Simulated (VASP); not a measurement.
```
Co
1.0
    2.45563     0.00000     0.00000
   -1.22781     2.12664     0.00000
    0.00000     0.00000     4.00371
Co
2
Direct
  0.33333   0.66667   0.25000
  0.66667   0.33333   0.75000
```
Starting moments (μB, in the order of the record's atoms Co Co): 1.7 1.7.

These are r2SCAN+rVV10, VASP's PBE PAW potentials (set 64) (plane waves; VASP) values and carry that method's errors. Settings: 400 eV cut-off, 19×19×10 Γ-centred mesh, tetrahedra with Blöchl corrections, potentials Co.

Q: Tabulate the total density of states (states/eV per cell) against energy (eV; zero at the valence-band maximum or, without a gap, the Fermi level).

A: 
```
E (eV) | DOS (states/eV)
    -9.91 |  0.03
    -9.69 |  0.04
    -9.47 |  0.07
    -9.24 |  0.09
    -9.02 | # 0.11
    -8.80 | # 0.13
    -8.58 | # 0.15
    -8.36 | # 0.16
    -8.13 | # 0.18
    -7.91 | # 0.20
    -7.69 | # 0.22
    -7.47 | # 0.24
    -7.25 | # 0.26
    -7.03 | # 0.29
    -6.80 | ## 0.32
    -6.47 | ## 0.39
    -6.25 | ## 0.46
    -6.03 | ### 0.67
    -5.81 | ###### 1.30
    -5.58 | ######## 1.53
    -5.36 | ######### 1.90
    -5.14 | ########### 2.26
    -4.92 | ######### 1.81
    -4.70 | ############# 2.66
    -4.47 | ########### 2.28
    -4.25 | ############### 2.93
    -4.03 | ############ 2.35
    -3.81 | ########### 2.15
    -3.59 | ################### 3.93
    -3.37 | ################### 3.91
    -3.14 | ################### 3.85
    -2.92 | ##################### 4.17
    -2.70 | ################### 3.80
    -2.48 | ################### 3.77
    -2.26 | ############## 2.89
    -2.04 | ############# 2.58
    -1.81 | ############## 2.91
    -1.59 | ######################### 5.11
    -1.37 | ############################## 6.04
    -1.15 | ############ 2.49
    -0.93 | ############# 2.58
    -0.70 | ############# 2.64
    -0.48 | ############# 2.53
    -0.26 | ######## 1.57
    -0.04 | ######## 1.58
     0.29 | ######## 1.53
     0.52 | ######## 1.55
     0.74 | ######## 1.67
     0.96 | ########## 2.09
     1.18 | ############## 2.91
     1.40 | ###################### 4.39
     1.63 | ###### 1.29
     1.85 | #### 0.71
     2.07 | ### 0.65
     2.29 | ### 0.63
     2.51 | ### 0.60
     2.73 | ### 0.56
     2.96 | ### 0.53
     3.18 | ### 0.51
     3.40 | ## 0.50
```
Within 2 eV below the Fermi level the largest weight inside VASP's projection spheres is Co d.

The structure comes from a measured Co entry (P6_3/mmc) of the Crystallography Open Database, whose conditions weren't checked. It was relaxed first, which changed the volume by -6 %.
